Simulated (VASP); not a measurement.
# CdSi2 with PW91: from relaxation to properties, part 2 of 4

Wanted: the relaxed cell of CdSi2 and its properties. The cell is invented: it takes the structure of a Materials Project entry for Hf2Cd (space group 139 there), with some of its atoms replaced by other elements, volume scaled by an estimate. It may not be a known or stable phase.

VASP 6.6.1; PW91; plane waves and PAW (Cd, Si); invented cell.

So far. Step 2 (Rough relaxation of the start cell): It ends with a largest force of 0.032 eV/Å and a pressure of 0.17 GPa. The relaxed cell has a = 2.844, c = 13.690 Å (conventional setting).

**3. Relaxing cell and atoms (PW91)**

Properties are meant for the cell that this level of theory prefers, so cell and atoms are relaxed first (ISIF = 3) until forces and stress are small; EDIFFG sets the threshold.

The input, INCAR:

```
SYSTEM = CdSi2
PREC = Accurate
ENCUT = 400
EDIFF = 1E-06
NELM = 100
ISMEAR = 0
SIGMA = 0.05
LREAL = .FALSE.
ALGO = Normal
GGA = 91
NBANDS = 16
LORBIT = 11
LWAVE = .FALSE.
LCHARG = .FALSE.
IBRION = 2
NSW = 60
ISIF = 3
EDIFFG = -0.01
```

The input, POSCAR:

```
CdSi2
1.0
   -1.4222281629      1.4222281629      6.8447882474
    1.4222281629     -1.4222281629      6.8447882474
    1.4222281629      1.4222281629     -6.8447882474
Cd Si
1 2
Direct
    0.0000000000      0.0000000000      0.0000000000
    0.6842043954      0.6842043954      0.0000000000
    0.3157956046      0.3157956046      0.0000000000
```

The input, KPOINTS:

```
Automatic mesh
0
Gamma
11 11 11
0 0 0
```

Potentials, in the order of the species: Cd and Si (PBE family, release 64).

The run is started by

```bash
$ mpirun -np 1 vasp_std
```

Output:

```text
[banner, memory and clock lines left out]
running    1 mpi-ranks, on    1 nodes
 distrk:  each k-point on    1 cores,    1 groups
 distr:  one band on    1 cores,    1 groups

 POSCAR found type information on POSCAR CdSi
 POSCAR found :  2 types and       3 ions
 [... a notice as in an earlier step ...]

 LDA part: xc-table for (Slater(with rela. corr.)+CA(PZ))
 , standard interpolation
 POSCAR, INCAR and KPOINTS ok, starting setup
 FFT: planning ... GRIDC
 FFT: planning ... GRID_SOFT
 FFT: planning ... GRID
 WAVECAR not read
 entering main loop
       N       E                     dE             d eps       ncg     rms          rms(c)
DAV:   1     0.757350002747E+02    0.75735E+02   -0.83680E+03  4160   0.915E+02
DAV:   2    -0.835845729609E+01   -0.84093E+02   -0.80753E+02  5104   0.225E+02
DAV:   3    -0.106338387913E+02   -0.22754E+01   -0.22565E+01  4960   0.369E+01
DAV:   4    -0.106425166693E+02   -0.86779E-02   -0.86774E-02  4944   0.239E+00
DAV:   5    -0.106425814259E+02   -0.64757E-04   -0.64757E-04  4984   0.195E-01    0.442E+00
DAV:   6    -0.999722643335E+01    0.64535E+00   -0.32919E+00  4704   0.167E+01    0.456E+00
DAV:   7    -0.998640141488E+01    0.10825E-01   -0.12044E-01  4232   0.290E+00    0.258E+00
DAV:   8    -0.997876197481E+01    0.76394E-02   -0.24949E-02  4760   0.120E+00    0.195E-01
DAV:   9    -0.997784365217E+01    0.91832E-03   -0.42365E-03  4560   0.506E-01    0.134E-01
DAV:  10    -0.997782916104E+01    0.14491E-04   -0.24348E-04  4992   0.102E-01    0.462E-02
DAV:  11    -0.997782068393E+01    0.84771E-05   -0.87256E-05  5544   0.770E-02    0.105E-02
DAV:  12    -0.997782010738E+01    0.57655E-06   -0.86627E-06  4424   0.239E-02
   1 F= -.99778201E+01 E0= -.99770641E+01  d E =-.997782E+01
 curvature:   0.00 expect dE= 0.000E+00 dE for cont linesearch  0.000E+00
 trial: gam= 0.00000 g(F)=  0.552E-04 g(S)=  0.934E-03 ort = 0.000E+00 (trialstep = 0.100E+01)
 search vector abs. value=  0.990E-03
 bond charge predicted
       N       E                     dE             d eps       ncg     rms          rms(c)
DAV:   1    -0.998127452556E+01   -0.34538E-02   -0.92658E-02  4688   0.279E+00    0.341E-01
DAV:   2    -0.997923598247E+01    0.20385E-02   -0.48852E-03  4744   0.960E-01    0.142E-01
DAV:   3    -0.997885807807E+01    0.37790E-03   -0.45996E-04  4688   0.184E-01    0.907E-02
DAV:   4    -0.997874482857E+01    0.11325E-03   -0.13424E-04  4608   0.903E-02    0.219E-02
DAV:   5    -0.997874143081E+01    0.33978E-05   -0.14011E-05  4760   0.324E-02    0.855E-03
DAV:   6    -0.997874118564E+01    0.24517E-06   -0.85758E-07  2360   0.629E-03
   2 F= -.99787412E+01 E0= -.99779724E+01  d E =-.921078E-03
[... from here on, the cycles between the ionic steps are left out ...]
   3 F= -.99799858E+01 E0= -.99792421E+01  d E =-.216567E-02
   4 F= -.99802150E+01 E0= -.99794761E+01  d E =-.229220E-03
   5 F= -.99807570E+01 E0= -.99799886E+01  d E =-.771208E-03
   6 F= -.99817558E+01 E0= -.99806497E+01  d E =-.177004E-02
   7 F= -.99897321E+01 E0= -.99887450E+01  d E =-.974634E-02
   8 F= -.10007766E+02 E0= -.10006864E+02  d E =-.277804E-01
   9 F= -.10032574E+02 E0= -.10031911E+02  d E =-.525883E-01
  10 F= -.10032558E+02 E0= -.10031977E+02  d E =-.525726E-01
  11 F= -.10032974E+02 E0= -.10032427E+02  d E =-.529882E-01
  12 F= -.10034132E+02 E0= -.10033580E+02  d E =-.115788E-02
  13 F= -.10034983E+02 E0= -.10034306E+02  d E =-.200906E-02
  14 F= -.10035678E+02 E0= -.10034835E+02  d E =-.270426E-02
  15 F= -.10035771E+02 E0= -.10035056E+02  d E =-.279708E-02
  16 F= -.10037698E+02 E0= -.10037024E+02  d E =-.192722E-02
  17 F= -.10042448E+02 E0= -.10041874E+02  d E =-.667732E-02
  18 F= -.10047048E+02 E0= -.10046456E+02  d E =-.112772E-01
  19 F= -.10047164E+02 E0= -.10046532E+02  d E =-.113934E-01
  20 F= -.10047163E+02 E0= -.10046539E+02  d E =-.113921E-01
  21 F= -.10047173E+02 E0= -.10046558E+02  d E =-.100852E-04
  22 F= -.10047196E+02 E0= -.10046608E+02  d E =-.333263E-04
  23 F= -.10047206E+02 E0= -.10046661E+02  d E =-.429698E-04
 curvature:  -0.82 expect dE=-0.110E-04 dE for cont linesearch -0.215E-05
 ZBRENT: bracketing found
 ZBRENT: interpolating
 opt :   1.9883  next Energy=   -10.047209 (dE=-0.457E-04)
 bond charge predicted
       N       E                     dE             d eps       ncg     rms          rms(c)
DAV:   1    -0.100472213831E+02   -0.15286E-04   -0.73324E-04  5000   0.212E-01    0.198E-02
DAV:   2    -0.100472129725E+02    0.84106E-05   -0.87459E-06  4560   0.366E-02    0.111E-02
DAV:   3    -0.100472091837E+02    0.37888E-05   -0.37369E-06  4784   0.167E-02    0.369E-03
DAV:   4    -0.100472088996E+02    0.28413E-06   -0.54702E-07  2160   0.657E-03
  24 F= -.10047209E+02 E0= -.10046651E+02  d E =-.457405E-04
 curvature:  -1.03 expect dE=-0.869E-05 dE for cont linesearch -0.669E-08
 trial: gam= 0.07848 g(F)=  0.414E-05 g(S)=  0.426E-05 ort =-0.572E-06 (trialstep = 0.594E+00)
 search vector abs. value=  0.863E-05
 reached required accuracy - stopping structural energy minimisation
```

Wall time 26 min (1 MPI rank of Intel Xeon Platinum 8488C (Sapphire Rapids), shared host); peak memory 0.4 GiB.

Parts of OUTCAR (step 3):

```text
  LATTYP: Found a body centered tetragonal cell.
 ALAT       =     2.8444563258
 C/A-ratio  =     4.8127216335

The static configuration has the point symmetry D_4h.

 Found    126 irreducible k-points:

   k-points           NKPTS =    126   k-points in BZ     NKDIM =    126   number of bands    NBANDS=     16

   dimension x,y,z NGX =    48 NGY =   48 NGZ =   48
   dimension x,y,z NGXF=    96 NGYF=   96 NGZF=   96

   ENCUT  =  400.0 eV  29.40 Ry    5.42 a.u.  11.63 11.63 11.63*2*pi/ulx,y,z

   NELECT =      20.0000    total number of electrons

 E-fermi :   6.2313

 k-point     1 :       0.0000    0.0000    0.0000
  band No.  band energies     occupation
    ...
      4      -2.3538      2.00000
      5      -2.3538      2.00000
      6      -2.1273      2.00000
      7      -1.5207      2.00000
      8      -0.3512      2.00000
      9       8.2206      0.00000
     10       8.2206      0.00000
     11       9.8031      0.00000
     12      10.6805      0.00000
     13      10.6811      0.00000
    ...

 k-point     2 :       0.0909    0.0000   -0.0000
  band No.  band energies     occupation
    ...
      4      -2.5024      2.00000
      5      -2.3485      2.00000
      6      -2.1607      2.00000
      7      -1.3640      2.00000
      8      -0.1272      2.00000
      9       6.6532      0.00000
     10       8.3293      0.00000
     11       9.3358      0.00000
     12      10.7414      0.00000
     13      11.1298      0.00000
    ...

  Total       -0.0067637     -0.0067637     -0.0131722      0.0000000      0.0000000      0.0000000
  in kB       -0.1969840     -0.1969840     -0.3836250      0.0000000      0.0000000      0.0000000
  external PRESSURE =      -0.2591977 kB  Pullay stress =       0.0000000 kB

  energy-cutoff  :      400.00
  volume of cell :       55.01
      direct lattice vectors                 reciprocal lattice vectors
    -1.499424387  1.499424387  6.117225159     0.000000000  0.333461296  0.081736406
     1.499424387 -1.499424387  6.117225159     0.333461296  0.000000000  0.081736406
     1.499424387  1.499424387 -6.117225159     0.333461296  0.333461296  0.000000000

 POSITION                                       TOTAL-FORCE (eV/Angst)
 -----------------------------------------------------------------------------------
      0.00000      0.00000      0.00000         0.000000      0.000000      0.000000
      0.00000      0.00000      8.36937         0.000000      0.000000     -0.006554
      0.00000      0.00000      3.86508        -0.000000     -0.000000      0.006554
 -----------------------------------------------------------------------------------
    total drift:                               -0.000000      0.000000     -0.000000

  FREE ENERGIE OF THE ION-ELECTRON SYSTEM (eV)
  ---------------------------------------------------
  free  energy   TOTEN  =       -10.0472088996 eV

  energy  without entropy=      -10.0460937616  energy(sigma->0) =      -10.04665133

 total charge
# of ion       s       p       d       tot
------------------------------------------
    1        0.543   0.273   9.505  10.321
    2        0.871   0.670   0.000   1.541
    3        0.871   0.670   0.000   1.541
--------------------------------------------------
tot          2.285   1.613   9.505  13.403

[... 2 parts as in an earlier step ...]

[... 7 further parts left out ...]
```

CONTCAR:

```
CdSi2
   1.00000000000000
    -1.4994243871131836    1.4994243871131836    6.1172251586917472
     1.4994243871131836   -1.4994243871131836    6.1172251586917472
     1.4994243871131836    1.4994243871131836   -6.1172251586917472
  Cd              Si
     1     2
Direct
     0.0000000000000000    0.0000000000000000    0.0000000000000000
     0.6840818473939582    0.6840818473939582    0.0000000000000000
     0.3159181526060416    0.3159181526060416    0.0000000000000000
```

Relaxation path (22 of 24):

```tsv
step	energy less that of the first step (eV)	largest force (eV/Å)	pressure (GPa)	volume (Å³)
1	0.0000	0.0239	0.19	55.38
2	-0.0009	0.0099	-0.03	55.55
3	-0.0022	0.1041	-0.67	56.08
4	-0.0024	0.1057	-0.68	56.09
5	-0.0029	0.1129	-0.75	56.13
6	-0.0039	0.1394	-0.80	56.20
8	-0.0299	0.3857	-1.39	56.59
9	-0.0548	0.1442	-2.20	56.93
10	-0.0547	0.2056	-2.13	56.88
11	-0.0552	0.1873	-2.14	56.90
12	-0.0563	0.1570	-2.07	56.84
13	-0.0572	0.1179	-2.04	56.77
14	-0.0579	0.0669	-1.91	56.62
15	-0.0580	0.0786	-1.98	56.67
16	-0.0599	0.0722	-1.79	56.52
17	-0.0646	0.0530	-1.32	56.07
19	-0.0693	0.0103	0.02	55.00
20	-0.0693	0.0114	-0.06	55.03
21	-0.0694	0.0091	-0.05	55.03
22	-0.0694	0.0023	-0.04	55.02
23	-0.0694	0.0106	-0.02	55.01
24	-0.0694	0.0066	-0.03	55.01
```

```tsv
conventional cell, symmetrised	before	after	change
a (Å)	2.844	2.999	+5.4 %
b (Å)	2.844	2.999	+5.4 %
c (Å)	13.690	12.234	-10.6 %
volume (Å³/atom)	18.46	18.34	-0.7 %
```

Final coordinates:

```xyz
3
Lattice="-1.4994 1.4994 6.1172 1.4994 -1.4994 6.1172 1.4994 1.4994 -6.1172" Properties=species:S:1:pos:R:3 pbc="T T T"
Cd    0.0000    0.0000    0.0000
Si    0.0000    0.0000    8.3694
Si    0.0000    0.0000    3.8651
```

This step gave:

| Quantity | Value |
| --- | --- |
| irreducible k-points | 126 |
| free energy (TOTEN) | -10.05 eV |
| energy at zero smearing | -10.05 eV |
| Fermi energy | 6.231 eV |
| pressure | -0.02592 GPa |
| SCF cycles over all ionic steps | 139 |

It ends with a largest force of 0.007 eV/Å and a pressure of -0.03 GPa.

(Continued in part 3 of 4.)

[Lines on the potential files, build, host, timing and source positions are cut from VASP's logs without a mark.]

[Logs are printed without paths, hosts, clocks, repeated set-up lines and the standing remarks that a program may print on its own settings, such as how far it seeks lower states.]

[Hosts, paths, dates, database ids (printed as entryN), source tags and the programs' standing remarks are cut or masked in the printed files.]

[A measured line is paired with the nearest computed mode of its activity, which favours agreement.]

[In band tables of VASP the shares of atoms and orbitals are scaled to a sum of 1 inside the atoms' spheres.]
